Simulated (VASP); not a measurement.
An input for Quantum ESPRESSO's pw.x (written as the equivalent of a VASP run, and not itself run):

```
&CONTROL
  calculation = 'vc-relax'
  pseudo_dir = './pseudo'
  outdir = './out'
  tprnfor = .true.
  tstress = .true.
  nstep = 60
  forc_conv_thr = 0.00039
/
&SYSTEM
  ibrav = 0
  nat = 2
  ntyp = 2
  ecutwfc = 82
  occupations = 'smearing'
  smearing = 'gaussian'
  degauss = 0.003675
  input_dft = 'pbe'
  vdw_corr = 'grimme-d3'
  dftd3_version = 4
  dftd3_threebody = .false.
/
&ELECTRONS
  conv_thr = 7.3e-08
  electron_maxstep = 100
/
&IONS
/
&CELL
/
ATOMIC_SPECIES
  Ag 107.868 Ag.upf
  Cl 35.450 Cl.upf
CELL_PARAMETERS angstrom
     0.0000000    2.7750000    2.7750000
     2.7750000    0.0000000    2.7750000
     2.7750000    2.7750000    0.0000000
ATOMIC_POSITIONS crystal
  Ag   0.0000000  0.0000000  0.0000000
  Cl   0.5000000  0.5000000  0.5000000
K_POINTS automatic
  8 8 8 0 0 0
```

**Question.** Write the VASP files for the same calculation (PBE-D3(BJ)).

**Answer.** One answer among several that fit: 
### INCAR
```
! general
SYSTEM  = AgCl
PREC    = Accurate
ENCUT   = 520
LREAL   = .FALSE.
LASPH   = .TRUE.

! electronic loop
EDIFF   = 1E-6
NELM    = 100
ALGO    = Normal
LMAXMIX = 4

! smearing
ISMEAR  = 0
SIGMA   = 0.05

! functional
GGA     = PE
IVDW    = 12

! ions
IBRION  = 2
NSW     = 60
ISIF    = 3
EDIFFG  = -0.01

! output
LWAVE   = .FALSE.
LCHARG  = .FALSE.
```

File POSCAR:
```
AgCl
1
    0.0000000000     2.7750000000     2.7750000000
    2.7750000000     0.0000000000     2.7750000000
    2.7750000000     2.7750000000     0.0000000000
Ag Cl
1 1
Direct
  0.0000000000   0.0000000000   0.0000000000
  0.5000000000   0.5000000000   0.5000000000
```

KPOINTS:
```
Automatic mesh
0
Gamma
8 8 8
0 0 0
```

POTCAR, in this order: Ag Cl (PBE.64 set). Program: vasp_std.

The two are equivalent in intent, not identical: the potentials are each code's own (VASP's PAW set, PseudoDojo norm-conserving files in pw.x), so ENCUT and ecutwfc are chosen apart and not converted; conv_thr bounds pw.x's estimated SCF error, while EDIFF bounds the energy change between steps; forc_conv_thr acts on force components and is met together with etot_conv_thr.

The compound is AgCl in the rock salt structure. This run relaxes it. Symmetry was kept, so distortions that lower it aren't found.
